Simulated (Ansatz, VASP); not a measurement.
# Te2Mo: VASP beside Ansatz, part 2 of 2

One calculation is typed for both programs; each brings its own data sets. How far apart do they land? The cell is taken from a series of runs on this material, whose earlier steps may have relaxed, scaled, displaced or heated it; both programs get it as it stands.

VASP 6.6.1 and Ansatz 0.2.0.

So far: Starting point; Ansatz: G0W0 gap, PBE.

**3. VASP: G0W0 gap, PBE**

Level of this step: G0W0 on PBE, no spin polarisation; plane waves and PAW (Te_GW, Mo_sv_GW) (VASP).

The same cell, functional and mesh now go to VASP, with its own data sets.

Lines of VASP's logs that name or quote its potential files are left out, and so is its time.

The run reads the wave functions of an earlier VASP run, which isn't shown here.

The input, INCAR:

```
SYSTEM = Te2Mo
PREC = Accurate
ENCUT = 370
ISMEAR = 0
SIGMA = 0.01
LREAL = .FALSE.
GGA = PE
NBANDS = 496
LASPH = .TRUE.
ALGO = EVGW0
NELMGW = 1
ENCUTGW = 126
NOMEGA = 64
PRECFOCK = Fast
NBANDSGW = 48
LWAVE = .FALSE.
LCHARG = .FALSE.
```

The input, POSCAR:

```
Te2Mo
1.0
    3.4963747438      0.0000000000      0.0000000000
   -1.7481873719      3.0279493493      0.0000000000
    0.0000000000      0.0000000000     13.7017445786
Te Mo
4 2
Direct
    0.3333333333      0.6666666667      0.6173474744
    0.6666666667      0.3333333333      0.1173474744
    0.3333333333      0.6666666667      0.8826525256
    0.6666666667      0.3333333333      0.3826525256
    0.3333333333      0.6666666667      0.2500000000
    0.6666666667      0.3333333333      0.7500000000
```

The input, KPOINTS:

```
Automatic mesh
0
Gamma
6 6 2
0 0 0
```

Potentials, in the order of the species: Te_GW and Mo_sv_GW (PBE family, release 64).

Command:

```console
mpirun -np 16 vasp_std
```

Numbers of over 12 decimals in the logs are rounded to 6 here.

What it wrote:

```text
[banner, memory and clock lines left out]
running   16 mpi-ranks, on    1 nodes
 distrk:  each k-point on   16 cores,    1 groups
 distr:  one band on    1 cores,   16 groups

 POSCAR found type information on POSCAR TeMo
 POSCAR found :  2 types and       6 ions
|                                                                             |
|           W    W    AA    RRRRR   N    N  II  N    N   GGGG   !!!           |
|           W    W   A  A   R    R  NN   N  II  NN   N  G    G  !!!           |
|           W    W  A    A  R    R  N N  N  II  N N  N  G       !!!           |
|           W WW W  AAAAAA  RRRRR   N  N N  II  N  N N  G  GGG   !            |
|           WW  WW  A    A  R   R   N   NN  II  N   NN  G    G                |
|           W    W  A    A  R    R  N    N  II  N    N   GGGG   !!!           |
|                                                                             |
|     For optimal performance we recommend to set                             |
|       NCORE = 2 up to number-of-cores-per-socket                            |
|     NCORE specifies how many cores store one orbital (NPAR=cpu/NCORE).      |
|     This setting can greatly improve the performance of VASP for DFT.       |
|     The default, NCORE=1 might be grossly inefficient on modern             |
|     multi-core architectures or massively parallel machines. Do your        |
|     Unfortunately you need to use the default for GW and RPA                |
|     calculations (for HF NCORE is supported but not extensively tested      |
|     yet).                                                                   |
|                                                                             |

|                                                                             |
|           W    W    AA    RRRRR   N    N  II  N    N   GGGG   !!!           |
|           W    W   A  A   R    R  NN   N  II  NN   N  G    G  !!!           |
|           W    W  A    A  R    R  N N  N  II  N N  N  G       !!!           |
|           W WW W  AAAAAA  RRRRR   N  N N  II  N  N N  G  GGG   !            |
|           WW  WW  A    A  R   R   N   NN  II  N   NN  G    G                |
|           W    W  A    A  R    R  N    N  II  N    N   GGGG   !!!           |
|                                                                             |
|     The default for ENCUTGWSOFT is different in this version of VASP.       |
|     please manually set ENCUTGWSOFT =126 in the INCAR file.                 |
|                                                                             |

 LDA part: xc-table for (Slater+PW92), standard interpolation
 found WAVECAR, reading the header
 POSCAR, INCAR and KPOINTS ok, starting setup
 FFT: planning ... GRIDC
 FFT: planning ... GRID_SOFT
 FFT: planning ... GRID
 reading WAVECAR
 the WAVECAR file was read successfully
 initial charge from wavefunction
 available memory per node:     43.65 GB, setting MAXMEM to     44695

 The Fermi energy was updated, please check that it is located mid-gap
 values below the HOMO (VB) or above the LUMO (CB) will cause erroneous energies
 E-fermi :   8.9527

 calculate exact exchange contribution
 the WAVEDER file was read successfully
|                                                                             |
|           W    W    AA    RRRRR   N    N  II  N    N   GGGG   !!!           |
|           W    W   A  A   R    R  NN   N  II  NN   N  G    G  !!!           |
|           W    W  A    A  R    R  N N  N  II  N N  N  G       !!!           |
|           W WW W  AAAAAA  RRRRR   N  N N  II  N  N N  G  GGG   !            |
|           WW  WW  A    A  R   R   N   NN  II  N   NN  G    G                |
|           W    W  A    A  R    R  N    N  II  N    N   GGGG   !!!           |
|                                                                             |
|     Automatic setting of frequency mesh for GW failed. Frequency mesh       |
|     properly not suitable for determining QP energies. Consider             |
|     increasing number of kpoints.                                           |
|                                                                             |

energies w=
    0.000    0.000    0.669    0.000    1.336    0.000    2.001    0.000
    2.661    0.000    3.316    0.000    3.964    0.000    4.605    0.000
    5.237    0.000    5.862    0.000    6.478    0.000    7.085    0.000
    7.685    0.000    8.276    0.000    8.859    0.000    9.436    0.000
   10.007    0.000   10.573    0.000   11.134    0.000   11.692    0.000
   12.248    0.000   12.803    0.000   13.357    0.000   13.913    0.000
   14.472    0.000   15.035    0.000   15.603    0.000   16.178    0.000
   16.763    0.000   17.357    0.000   17.965    0.000   18.588    0.000
   19.227    0.000   19.887    0.000   20.569    0.000   21.277    0.000
   22.015    0.000   22.787    0.000   23.597    0.000   24.450    0.000
   25.354    0.000   26.315    0.000   27.341    0.000   28.443    0.000
   29.631    0.000   30.920    0.000   32.327    0.000   33.871    0.000
   35.578    0.000   37.478    0.000   39.610    0.000   42.023    0.000
   44.781    0.000   47.966    0.000   51.690    0.000   56.104    0.000
   61.422    0.000   67.954    0.000   76.166    0.000   86.794    0.000
  101.073    0.000  121.247    0.000  151.858    0.000  203.714    0.000
 responsefunction array rank=     496
 LDA part: xc-table for (Slater+PW92), standard interpolation

 min. memory requirement per mpi rank    598.5 MB, per node   9576.5 MB

 allocating   4 responsefunctions rank=   496
 shmem allocating  64 responsefunctions rank=   496
 response function shared by NCSHMEM nodes    1
 Doing            4  frequencies on each core in blocks of           64
NQ=   1    0.0000    0.0000    0.0000,
|.........|.........|.........|.........|.........|.........|.........|.........
 performed       2426000 updates of chi_q(r,r)
 total number of BLAS operations       4160.99 Gflops
NQ=   2    0.1667    0.0000    0.0000,
|.........|.........|.........|.........|.........|.........|.........|.........
 performed       7042000 updates of chi_q(r,r)
 total number of BLAS operations      12078.31 Gflops
NQ=   3    0.3333    0.0000    0.0000,
|.........|.........|.........|.........|.........|.........|.........|.........
 performed      11658000 updates of chi_q(r,r)
 total number of BLAS operations      20098.56 Gflops
NQ=   4    0.5000    0.0000    0.0000,
|.........|.........|.........|.........|.........|.........|.........|.........
 performed      15036000 updates of chi_q(r,r)
 total number of BLAS operations      25968.07 Gflops
NQ=   5    0.1667    0.1667    0.0000,
|.........|.........|.........|.........|.........|.........|.........|.........
 performed      19652000 updates of chi_q(r,r)
 total number of BLAS operations      33953.93 Gflops
NQ=   6    0.3333    0.1667    0.0000,
|.........|.........|.........|.........|.........|.........|.........|.........
 performed      24840000 updates of chi_q(r,r)
 total number of BLAS operations      43200.42 Gflops
NQ=   7    0.3333    0.3333    0.0000,
|.........|.........|.........|.........|.........|.........|.........|.........
 performed      27742000 updates of chi_q(r,r)
 total number of BLAS operations      48483.57 Gflops
NQ=   8    0.0000    0.0000    0.5000,
|.........|.........|.........|.........|.........|.........|.........|.........
 performed      30168000 updates of chi_q(r,r)
 total number of BLAS operations      53220.42 Gflops
NQ=   9    0.1667    0.0000    0.5000,
|.........|.........|.........|.........|.........|.........|.........|.........
 performed      34784000 updates of chi_q(r,r)
 total number of BLAS operations      60967.66 Gflops
NQ=  10    0.3333    0.0000    0.5000,
|.........|.........|.........|.........|.........|.........|.........|.........
 performed      39400000 updates of chi_q(r,r)
 total number of BLAS operations      68987.90 Gflops
NQ=  11    0.5000    0.0000    0.5000,
|.........|.........|.........|.........|.........|.........|.........|.........
 performed      42778000 updates of chi_q(r,r)
 total number of BLAS operations      74807.14 Gflops
NQ=  12    0.1667    0.1667    0.5000,
|.........|.........|.........|.........|.........|.........|.........|.........
 performed      47394000 updates of chi_q(r,r)
 total number of BLAS operations      82758.69 Gflops
NQ=  13    0.3333    0.1667    0.5000,
|.........|.........|.........|.........|.........|.........|.........|.........
 performed      52582000 updates of chi_q(r,r)
 total number of BLAS operations      91926.98 Gflops
NQ=  14    0.3333    0.3333    0.5000,
|.........|.........|.........|.........|.........|.........|.........|.........
 performed      55484000 updates of chi_q(r,r)
 total number of BLAS operations      96755.20 Gflops
 resolving degeneracies of screened two electron integrals

 calculate QP shifts <psi_nk| G(iteration)W_0 |psi_nk>: iteration 1
 entering main loop
```

From OUTCAR (step 3):

```text
ion  position               nearest neighbor table
   1  0.333  0.667  0.617-   6 2.72   6 2.72   6 2.72   3 3.64
   2  0.667  0.333  0.117-   5 2.72   5 2.72   5 2.72   4 3.64
   3  0.333  0.667  0.883-   6 2.72   6 2.72   6 2.72   1 3.64
   4  0.667  0.333  0.383-   5 2.72   5 2.72   5 2.72   2 3.64
   5  0.333  0.667  0.250-   2 2.72   4 2.72   2 2.72   4 2.72   2 2.72   4 2.72
   6  0.667  0.333  0.750-   1 2.72   3 2.72   1 2.72   3 2.72   1 2.72   3 2.72

  LATTYP: Found a hexagonal cell.
 ALAT       =     3.4963747438
 C/A-ratio  =     3.9188432541

 Subroutine GETGRP returns: Found 24 space group operations
 (whereof 12 operations were pure point group operations)

The static configuration has the point symmetry D_3d.
 The point group associated with its full space group is D_6h.

 Found     14 irreducible k-points:

   k-points           NKPTS =     14   k-points in BZ     NKDIM =     72   number of bands    NBANDS=    496

   dimension x,y,z NGX =    24 NGY =   24 NGZ =   90
   dimension x,y,z NGXF=    48 NGYF=   48 NGZF=  180

   ENCUT  =  370.0 eV  27.19 Ry    5.21 a.u.   5.48  5.48 21.49*2*pi/ulx,y,z

   NELECT =      52.0000    total number of electrons

  energy-cutoff  :      370.00
  volume of cell :      145.06
      direct lattice vectors                 reciprocal lattice vectors
     3.496374744  0.000000000  0.000000000     0.286010532  0.165128258  0.000000000
    -1.748187372  3.027949349  0.000000000     0.000000000  0.330256515  0.000000000
     0.000000000  0.000000000 13.701744579     0.000000000  0.000000000  0.072983407

 k-points in reciprocal lattice and weights: Automatic mesh
   0.00000000  0.00000000  0.00000000       0.014
   0.16666667  0.00000000  0.00000000       0.083
   0.33333333  0.00000000  0.00000000       0.083
   0.50000000  0.00000000  0.00000000       0.042
   0.16666667  0.16666667  0.00000000       0.083
   0.33333333  0.16666667  0.00000000       0.167
   0.33333333  0.33333333  0.00000000       0.028
   0.00000000  0.00000000  0.50000000       0.014
   0.16666667  0.00000000  0.50000000       0.083
[...]
0.33333333  0.16666667  0.50000000       0.167
   0.33333333  0.33333333  0.50000000       0.028

 E-fermi :   8.9527

 QP shifts <psi_nk| G(iteration)W_0 |psi_nk>: iteration 1
 for sc-GW calculations column KS-energies equals QP-energies in previous step
 and V_xc(KS)=  KS-energies - (<T + V_ion + V_H > + <T+V_H+V_ion>^1  + <V_x>^1)
 k-point   1 :       0.0000    0.0000    0.0000
  band No.  KS-energies  QP-energies   sigma(KS)   V_xc(KS)     V^pw_x(r,r')   Z            occupation Imag(sigma)
    ...
     23       7.5854       7.6174     -15.7726     -15.8161     -16.6424       0.7357       2.0000       0.1569
     24       7.5854       7.6174     -15.7726     -15.8161     -16.6424       0.7357       2.0000       0.1569
     25       8.4187       7.9937     -11.8892     -11.3403     -12.7177       0.7744       2.0000       0.1308
     26       8.5968       8.6353     -15.2750     -15.3274     -15.5531       0.7340       2.0000       0.1000
     27      11.4681      11.6588     -12.5153     -12.7667      -8.6141       0.7584       0.0000      -0.2539
     28      11.4681      11.6588     -12.5153     -12.7667      -8.6141       0.7584       0.0000      -0.2539
     29      11.6498      11.8251     -12.3762     -12.6067      -8.3880       0.7606       0.0000      -0.2671
     30      11.6498      11.8251     -12.3762     -12.6067      -8.3880       0.7606       0.0000      -0.2671
    ...

 k-point   2 :       0.1667    0.0000    0.0000
  band No.  KS-energies  QP-energies   sigma(KS)   V_xc(KS)     V^pw_x(r,r')   Z            occupation Imag(sigma)
    ...
     23       7.3345       7.0772     -13.2771     -12.9363     -14.3700       0.7549       2.0000       0.1695
     24       7.4904       7.4966     -14.9584     -14.9670     -15.9120       0.7298       2.0000       0.1830
     25       8.0991       8.0962     -14.8759     -14.8720     -15.4865       0.7348       2.0000       0.1344
     26       8.3311       7.9374     -11.9070     -11.3972     -12.7321       0.7723       2.0000       0.1295
     27      10.3771      10.6282     -13.3118     -13.6476      -9.5009       0.7479       0.0000      -0.2337
     28      10.6512      10.9037     -13.6424     -13.9817      -9.6702       0.7440       0.0000      -0.2609
     29      10.6592      10.9973     -13.6332     -14.0822      -9.7645       0.7532       0.0000      -0.2240
     30      10.8988      11.0765     -12.9533     -13.1895      -9.1330       0.7524       0.0000      -0.2542
    ...

 k-point   3 :       0.3333    0.0000    0.0000
  band No.  KS-energies  QP-energies   sigma(KS)   V_xc(KS)     V^pw_x(r,r')   Z            occupation Imag(sigma)
    ...
     23       7.2261       6.9187     -12.9250     -12.5167     -14.1928       0.7530       2.0000       0.1861
     24       7.4702       7.4186     -14.4457     -14.3756     -15.4200       0.7348       2.0000       0.1814
     25       7.6813       7.4803     -13.5646     -13.2955     -14.6133       0.7472       2.0000       0.1705
     26       7.8833       7.7482     -14.1470     -13.9657     -15.0284       0.7447       2.0000       0.1553
     27       9.6568      10.0191     -14.8158     -15.3124     -11.0390       0.7296       0.0000      -0.2107
     28      10.0337      10.3636     -14.7868     -15.2372     -11.0743       0.7323       0.0000      -0.2205
     29      10.3047      10.6519     -14.9080     -15.3831     -10.8122       0.7309       0.0000      -0.2607
     30      10.3415      10.6431     -14.5426     -14.9524     -10.7261       0.7361       0.0000      -0.2396
    ...

 k-point   4 :       0.5000    0.0000    0.0000
  band No.  KS-energies  QP-energies   sigma(KS)   V_xc(KS)     V^pw_x(r,r')   Z            occupation Imag(sigma)
    ...
     23       7.4923       7.2217     -12.6905     -12.3319     -13.6421       0.7545       2.0000       0.1645
     24       7.5641       7.4536     -13.9580     -13.8089     -14.8630       0.7410       2.0000       0.1678
     25       7.9390       7.5877     -12.1392     -11.6801     -13.0635       0.7651       2.0000       0.1472
     26       8.3373       8.0409     -12.6975     -12.3094     -13.4313       0.7635       2.0000       0.1275
     27       9.8649      10.3684     -16.7949     -17.5014     -12.8753       0.7127       0.0000      -0.2328
     28       9.9371      10.4171     -16.4864     -17.1575     -12.5115       0.7153       0.0000      -0.2393
     29      10.0037      10.4387     -15.7194     -16.3233     -11.5722       0.7204       0.0000      -0.2551
     30      10.4178      10.8683     -16.3098     -16.9386     -11.8415       0.7165       0.0000      -0.3037
    ...

[... 4 further parts left out ...]
```

**4. Comparison**

Known differences besides the potentials themselves: fixed occupations in Ansatz, narrow Gaussian smearing in VASP; the data sets hold 92 valence electrons in Ansatz (on its default PAW (the set named soft_2) files) and 52 in VASP; the cutoff is 420 eV in Ansatz and 370 eV in VASP; Ansatz integrates over frequency by contour deformation, VASP on a grid of NOMEGA points; Ansatz's G0W0 levels solve the quasiparticle equation, VASP's are linearised. Total energies have different zeros and are not compared.

The two programs side by side:

```
                   quantity  Ansatz  VASP  difference
  G0W0 gap on the mesh (eV)    0.88  0.93       -0.06
Kohn-Sham gap under it (eV)    0.72  0.71       +0.01
```

VASP's log warns that its frequency grid doesn't suit quasiparticle energies on this mesh.

**5. What came out**

```yaml
difference_in_g0w0_gap_on_the_mesh_g0w0_gap_pbe: -0.058 eV
```

What this shows: The difference in G0W0 gap on the mesh is -0.058 eV (G0W0 gap, PBE). The data sets hold unlike numbers of valence electrons (92 in Ansatz and 52 in VASP), so part of the differences comes from the potentials. How closely two codes agree says nothing of how well the functional describes the real material.

[Lines on the potential files, build, host, timing and source positions are cut from VASP's logs without a mark.]

[Logs are printed without paths, hosts, clocks, repeated set-up lines and the standing remarks that a program may print on its own settings, such as how far it seeks lower states.]

[Hosts, paths, dates, database ids (printed as entryN), source tags and the programs' standing remarks are cut or masked in the printed files.]
